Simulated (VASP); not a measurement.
# Sc2InSb3 (P3m1) in VASP: single point with PBE

Aim: the single point of Sc2InSb3 with PBE.

Everything below comes from runs of VASP 6.6.1. Logs are shortened: lines on timing, memory, paths and dates and some standing lists are left out, and cuts for length are marked.

**1. Starting point**

The structure is trigonal, space group P3m1 (No. 156). The conventional cell has a = 4.315 Å, b = 4.315 Å, c = 10.807 Å, α = 90.00°, β = 90.00°, γ = 120.00°. Sc (site symmetry 3m) is surrounded by 6 Sb at 2.94 to 3.05 Å and 1 In at 3.31 Å. Around Sc (site symmetry 3m) lie 6 Sb at 2.90 to 3.01 Å. In (site symmetry 3m) has 4 Sb at 2.76 to 2.93 Å as nearest neighbours. Sb (site symmetry 3m) is surrounded by 3 In at 2.93 Å and 3 Sc at 3.05 Å. Around Sb (site symmetry 3m) lie 1 In at 2.76 Å and 3 Sc at 2.90 Å. Sb (site symmetry 3m) is surrounded by 6 Sc at 2.94 to 3.01 Å.

The cell was built by a generator and needn't be a form met in nature.

**2. Single point, PBE**

INCAR

```
SYSTEM = Sc2InSb3
ALGO = Fast
EDIFF = 1E-5
ENCUT = 520
GGA = PE
ISIF = 2
ISMEAR = 0
LASPH = .True.
LCHARG = .False.
LREAL = Auto
LWAVE = .False.
NELM = 80
PREC = Normal
SIGMA = 0.15
```

KPOINTS

```
k-points
0
Gamma
  6 6 2
  0 0 0
```

POSCAR

```
Sc2InSb3
1.0
    8.6294520000      0.0000000000      0.0000000000
   -2.1573630000      3.7366630000      0.0000000000
    0.0000000000      0.0000000000     10.8071400000
Sc In Sb
4 2 6
Direct
    0.0000000000      0.0000000000      0.4568970000
    0.5000000000      0.0000000000      0.4568970000
    0.3333335000      0.3333330000      0.1570750000
    0.8333335000      0.3333330000      0.1570750000
    0.0000000000      0.0000000000      0.7636160000
    0.5000000000      0.0000000000      0.7636160000
    0.3333335000      0.3333330000      0.6203650000
    0.8333335000      0.3333330000      0.6203650000
    0.0000000000      0.0000000000      0.0193030000
    0.5000000000      0.0000000000      0.0193030000
    0.1666665000      0.6666670000      0.3128010000
    0.6666665000      0.6666670000      0.3128010000
```

Potentials or basis: VASP PAW PBE potentials, release 64 (Sc_sv, In_d, Sb).

Started as:

```sh
cat potpaw_PBE.64/Sc_sv/POTCAR potpaw_PBE.64/In_d/POTCAR potpaw_PBE.64/Sb/POTCAR > POTCAR
mpirun -np 1 vasp_std > vasp.out
```

OUTCAR:

```text
SYSTEM = Sc2InSb3
   EDIFF = 1E-5
   ENCUT = 520
   GGA = PE
   ISIF = 2
   ISMEAR = 0
   LASPH = .True.
   LREAL = Auto
   NELM = 80
   PREC = Normal

 ion  position               nearest neighbor table
   1  0.000  0.000  0.457-  11 2.94  12 2.94  11 2.94   8 3.05   7 3.05   8 3.05   5 3.31
   2  0.500  0.000  0.457-  12 2.94  11 2.94  12 2.94   7 3.05   8 3.05   7 3.05   6 3.31
   3  0.333  0.333  0.157-  10 2.90   9 2.90  10 2.90  12 3.01  11 3.01  11 3.01
   4  0.833  0.333  0.157-   9 2.90  10 2.90   9 2.90  11 3.01  12 3.01  12 3.01
   5  0.000  0.000  0.764-   9 2.76   8 2.93   7 2.93   8 2.93   1 3.31
   6  0.500  0.000  0.764-  10 2.76   7 2.93   8 2.93   7 2.93   2 3.31
   7  0.333  0.333  0.620-   6 2.93   5 2.93   6 2.93   2 3.05   1 3.05   2 3.05
   8  0.833  0.333  0.620-   5 2.93   6 2.93   5 2.93   1 3.05   2 3.05   1 3.05
   9  0.000  0.000  0.019-   5 2.76   4 2.90   3 2.90   4 2.90
  10  0.500  0.000  0.019-   6 2.76   3 2.90   4 2.90   3 2.90
  11  0.167  0.667  0.313-   1 2.94   2 2.94   1 2.94   4 3.01   3 3.01   3 3.01
  12  0.667  0.667  0.313-   2 2.94   1 2.94   2 2.94   3 3.01   4 3.01   4 3.01

  Warning from LATTYP: Monoclinic adjustment (A1->A3, A2->A1, A3->A2)!
  LATTYP: Found a simple orthorhombic cell.
 ALAT       =     4.3147265834
 B/A-ratio  =     1.7320506514
 C/A-ratio  =     2.5047102733

  Lattice vectors:

 A1 = (   2.1573630000,  -3.7366630000,   0.0000000000)
 A2 = (   6.4720890000,   3.7366630000,   0.0000000000)
 A3 = (   0.0000000000,   0.0000000000,  10.8071400000)

Analysis of symmetry for initial positions (statically):
=====================================================================
 Subroutine PRICEL returns following result:

  LATTYP: Found a hexagonal cell.
 ALAT       =     4.3147260000
 C/A-ratio  =     2.5047106120

  Lattice vectors:

 A1 = (   4.3147260000,   0.0000000000,   0.0000000000)
 A2 = (  -2.1573630000,   3.7366630000,   0.0000000000)
 A3 = (   0.0000000000,   0.0000000000,  10.8071400000)

   2 primitive cells build up your supercell.

 Routine SETGRP: Setting up the symmetry group for a
 simple orthorhombic supercell.

 Subroutine GETGRP returns: Found  2 space group operations
 (whereof  2 operations were pure point group operations)
 out of a pool of  8 trial point group operations.

The static configuration has the point symmetry C_1h.

Analysis of symmetry for dynamics (positions and initial velocities):
=====================================================================
 Subroutine PRICEL returns following result:

  LATTYP: Found a hexagonal cell.
 ALAT       =     4.3147260000
 C/A-ratio  =     2.5047106120

  Lattice vectors:

 A1 = (   4.3147260000,   0.0000000000,   0.0000000000)
 A2 = (  -2.1573630000,   3.7366630000,   0.0000000000)
 A3 = (   0.0000000000,   0.0000000000,  10.8071400000)

   2 primitive cells build up your supercell.

 Routine SETGRP: Setting up the symmetry group for a
 simple orthorhombic supercell.

 Subroutine GETGRP returns: Found  2 space group operations
 (whereof  2 operations were pure point group operations)
 out of a pool of  8 trial point group operations.

The dynamic configuration has the point symmetry C_1h.

 Subroutine INISYM returns: Found  2 space group operations
 (whereof  2 operations are pure point group operations),
 and found     2 'primitive' translations

----------------------------------------------------------------------------------------

                                     Primitive cell

  volume of cell :     174.2400

  direct lattice vectors                    reciprocal lattice vectors
     4.314726000  0.000000000  0.000000000     0.231764427  0.133809230  0.000000000
    -2.157363000  3.736663000  0.000000000     0.000000000  0.267618461  0.000000000
     0.000000000  0.000000000 10.807140000     0.000000000  0.000000000  0.092531419

  length of vectors
     4.314726000  4.314726583 10.807140000     0.267618497  0.267618461  0.092531419

  position of ions in fractional coordinates (direct lattice)
     0.000000000  0.000000000  0.456897000
     0.666667000  0.333333000  0.157075000
     0.000000000  0.000000000  0.763616000
     0.666667000  0.333333000  0.620365000
     0.000000000  0.000000000  0.019303000
     0.333333000  0.666667000  0.312801000

  ion indices of the primitive-cell ions
   primitive index   ion index
                 1           1
                 2           4
                 3           5
                 4           8
                 5           9
                 6          11

----------------------------------------------------------------------------------------

 KPOINTS: k-points

Automatic generation of k-mesh.
 Grid dimensions read from file:
 generate k-points for:    6    6    2

 Generating k-lattice:

  Cartesian coordinates                     Fractional coordinates (reciprocal lattice)
     0.019313702  0.011150769  0.000000000     0.166666667 -0.000000000  0.000000000
     0.000000000  0.044603077  0.000000000     0.000000000  0.166666667  0.000000000
     0.000000000  0.000000000  0.046265710     0.000000000  0.000000000  0.500000000

  Length of vectors
     0.022301541  0.044603077  0.046265710

  Shift w.r.t. Gamma in fractional coordinates (k-lattice)
     0.000000000  0.000000000  0.000000000

 Subroutine IBZKPT returns following result:
 ===========================================

 Found     32 irreducible k-points:

 Following reciprocal coordinates:
            Coordinates               Weight
  0.000000  0.000000  0.000000      1.000000
  0.166667  0.000000  0.000000      2.000000
  0.333333  0.000000  0.000000      2.000000
  0.500000  0.000000  0.000000      1.000000
  0.000000  0.166667  0.000000      4.000000
  0.166667  0.166667  0.000000      4.000000
[... 16 lines left out ...]
  0.333333  0.166667  0.500000      2.000000
 -0.166667  0.166667  0.500000      2.000000
 [... further k-points ...]
   k-points           NKPTS =     32   k-points in BZ     NKDIM =     32   number of bands    NBANDS=     60
   number of dos      NEDOS =    301   number of ions     NIONS =     12
   total plane-waves  NPLWV =  69120
   dimension x,y,z NGX =    48 NGY =   24 NGZ =   60
   dimension x,y,z NGXF=    96 NGYF=   48 NGZF=  120
   ions per type =               4   2   6
   NGX,Y,Z   is equivalent  to a cutoff of   9.25,  9.25,  9.23 a.u.
   NGXF,Y,Z  is equivalent  to a cutoff of  18.49, 18.49, 18.46 a.u.
 SYSTEM =  Sc2InSb3
   PREC   = normal    normal or accurate (medium, high low for compatibility)
   ISTART =      0    job   : 0-new  1-cont  2-samecut
   ICHARG =      2    charge: 1-file 2-atom 10-const
   ISPIN  =      1    spin polarized calculation?
   LNONCOLLINEAR =      F non collinear calculations
   LSORBIT =      F    spin-orbit coupling
   LASPH  =      T    aspherical Exc in radial PAW
   ENCUT  =  520.0 eV  38.22 Ry    6.18 a.u.  16.05  8.02 20.09*2*pi/ulx,y,z
   NELM   =     80;   NELMIN=  2; NELMDL= -5     # of ELM steps
   EDIFF  = 0.1E-04   stopping-criterion for ELM
   LREAL  =      T    real-space projection
   EDIFFG = 0.1E-03   stopping-criterion for IOM
   NSW    =      0    number of steps for IOM
   IBRION =     -1    ionic relax: 0-MD 1-quasi-New 2-CG
   NFREE  =      0    steps in history (QN), initial steepest desc. (CG)
   ISIF   =      2    stress and relaxation
   ISYM   =      2    0-nonsym 1-usesym 2-fastsym
   POTIM  = 0.5000    time-step for ionic-motion
   TEBEG  =    0.0;   TEEND  =   0.0 temperature during run
   PSTRESS=    0.0 pullay stress
   NELECT =     100.0000    total number of electrons
   NUPDOWN=      -1.0000    fix difference up-down
   EMIN   =  10.00;   EMAX   =-10.00  energy-range for DOS
   EFERMI =   0.00;   METHOD = LEGACY
   ISMEAR =     0;   SIGMA  =   0.15  broadening in eV -4-tet -1-fermi 0-gaus
   EFERMI_NEDOS =   21; number of points for ismear=-14 and -15
   IALGO  =     68    algorithm
   IMIX   =      4    mixing-type and parameters
     AMIX     =   0.40;   BMIX     =  1.00
     AMIX_MAG =   1.60;   BMIX_MAG =  1.00
  volume/ion in A,a.u.               =      29.04       195.97
  Fermi-wavevector in a.u.,A,eV,Ry     =   1.079814  2.040552 15.864362  1.165998
  Thomas-Fermi vector in A             =   2.215789
   LORBIT       =      0    0 simple, 1 ext, 2 COOP (PROOUT), +10 PAW based schemes
   GGA     = PE    functional components
   LHFCALC =     F    Hartree Fock is set to
   AEXX    =    0.0000 exact exchange contribution
   IVDW    =     0    specifies the selected vdW correction
   LEPSILON=     F    determine dielectric tensor
   LRPA    =     F    only Hartree local field effects (RPA)
 non-spin polarized calculation
 RMM-DIIS sequential band-by-band and
 Gauss-broadening in eV      SIGMA  =   0.15
  energy-cutoff  :      520.00
  volume of cell :      348.48
 maximum number of plane-waves:      9424
   NGX = 33   NGY = 17   NGZ = 41

 number of electron     100.0000000 magnetization

 number of electron      99.9999918 magnetization

 Free energy of the ion-electron system (eV)
  ---------------------------------------------------
  ext. energy  EPLUGINS =         0.00000000
  ---------------------------------------------------
  free energy    TOTEN  =       -61.30821531 eV

  energy without entropy =      -61.26479147  energy(sigma->0) =      -61.28650339

 E-fermi :   5.4774     XC(G=0):  -9.3843

 val. band max:        5.4285720324   @ k =   0.0000   0.1667   0.0000
 cond. band min:       5.4866704987   @ k =   0.5000   0.0000   0.5000
 fundamental gap:      0.0580984663
 Fermi energy:         5.4774306681

 k-point     1 :       0.0000    0.0000    0.0000
  band No.  band energies     occupation
      1     -44.8178      2.00000
      2     -44.8168      2.00000
      3     -44.2911      2.00000
      4     -44.2899      2.00000
      5     -23.4594      2.00000
      6     -23.4550      2.00000
[... 52 lines left out ...]
     59       7.2280      0.00000
     60       7.5843      0.00000

 k-point     2 :       0.1667    0.0000    0.0000
  band No.  band energies     occupation
      1     -44.8177      2.00000
      2     -44.8168      2.00000
      3     -44.2910      2.00000
      4     -44.2900      2.00000
      5     -23.4591      2.00000
      6     -23.4552      2.00000
[... 52 lines left out ...]
     59       7.1388      0.00000
     60       7.3165      0.00000

 k-point     3 :       0.3333    0.0000    0.0000
  band No.  band energies     occupation
      1     -44.8175      2.00000
      2     -44.8170      2.00000
      3     -44.2908      2.00000
      4     -44.2902      2.00000
      5     -23.4582      2.00000
      6     -23.4560      2.00000
[... 1312 lines left out ...]
     59       7.3097      0.00000
     60       7.4466      0.00000

 k-point    24 :      -0.1667    0.1667    0.5000
  band No.  band energies     occupation
      1     -44.8176      2.00000
      2     -44.8167      2.00000
      3     -44.2908      2.00000
      4     -44.2899      2.00000
      5     -23.4585      2.00000
      6     -23.4547      2.00000
[... 52 lines left out ...]
     59       7.2005      0.00000
     60       7.2923      0.00000

 [... further k-points ...]

------------------------ aborting loop because EDIFF is reached ----------------------------------------

  FORCE on cell =-STRESS in cart. coord.  units (eV):
  Direction    XX          YY          ZZ          XY          YZ          ZX
  --------------------------------------------------------------------------------------
  -------------------------------------------------------------------------------------
  Total        0.2841475      0.2028770     -0.4062554      0.0703824     -0.0170287     -0.0294945
  in kB        1.3064011      0.9327504     -1.8678062      0.3235913     -0.0782912     -0.1356044
  external PRESSURE =       0.1237818 kB  Pullay stress =       0.0000000 kB

 VOLUME and BASIS-vectors are now :
 -----------------------------------------------------------------------------
  energy-cutoff  :      520.00
  volume of cell :      348.48
      direct lattice vectors                 reciprocal lattice vectors
     8.629452000  0.000000000  0.000000000     0.115882214  0.066904615  0.000000000
    -2.157363000  3.736663000  0.000000000     0.000000000  0.267618461  0.000000000
     0.000000000  0.000000000 10.807140000     0.000000000  0.000000000  0.092531419

 POSITION                                       TOTAL-FORCE (eV/Angst)
 -----------------------------------------------------------------------------------
      0.00000      0.00000      4.93775         0.004800      0.002772      0.009306
      4.31473      0.00000      4.93775         0.004800      0.002772      0.009306
      2.15737      1.24555      1.69753        -0.000871     -0.000503      0.007365
      6.47209      1.24555      1.69753        -0.000871     -0.000503      0.007365
      0.00000      0.00000      8.25251         0.005712      0.003298     -0.028649
      4.31473      0.00000      8.25251         0.005712      0.003298     -0.028649
      2.15737      1.24555      6.70437        -0.008595     -0.004962      0.012319
      6.47209      1.24555      6.70437        -0.008595     -0.004962      0.012319
      0.00000      0.00000      0.20861         0.002133      0.001231      0.012773
      4.31473      0.00000      0.20861         0.002133      0.001231      0.012773
     -0.00000      2.49111      3.38048        -0.003179     -0.001836     -0.013114
      4.31472      2.49111      3.38048        -0.003179     -0.001836     -0.013114
 -----------------------------------------------------------------------------------
    total drift:                               -0.002827      0.004233     -0.006809

  FREE ENERGIE OF THE ION-ELECTRON SYSTEM (eV)
  ---------------------------------------------------
  free  energy   TOTEN  =       -61.3082153126 eV

  energy  without entropy=      -61.2647914688  energy(sigma->0) =      -61.28650339
```

Run time: 12 min. Hardware: 1 thread of Intel Xeon Platinum 8488C (Sapphire Rapids), shared host; peak memory 0.52 GiB.

Results:

- Free energy: -61.3082 eV
- Pressure: 0.0 GPa
- Largest force: 0.029 eV/Å
- Band gap on the k mesh: none (metal or under the smearing width)

Forces on the atoms (eV/Å):
```
Sc   0.005  0.003  0.009
Sc   0.005  0.003  0.009
Sc  -0.001 -0.001  0.007
Sc  -0.001 -0.001  0.007
In   0.006  0.003 -0.029
In   0.006  0.003 -0.029
Sb  -0.009 -0.005  0.012
Sb  -0.009 -0.005  0.012
Sb   0.002  0.001  0.013
Sb   0.002  0.001  0.013
Sb  -0.003 -0.002 -0.013
Sb  -0.003 -0.002 -0.013
```

The run has no spin-orbit coupling, so splittings on Sb are missing.
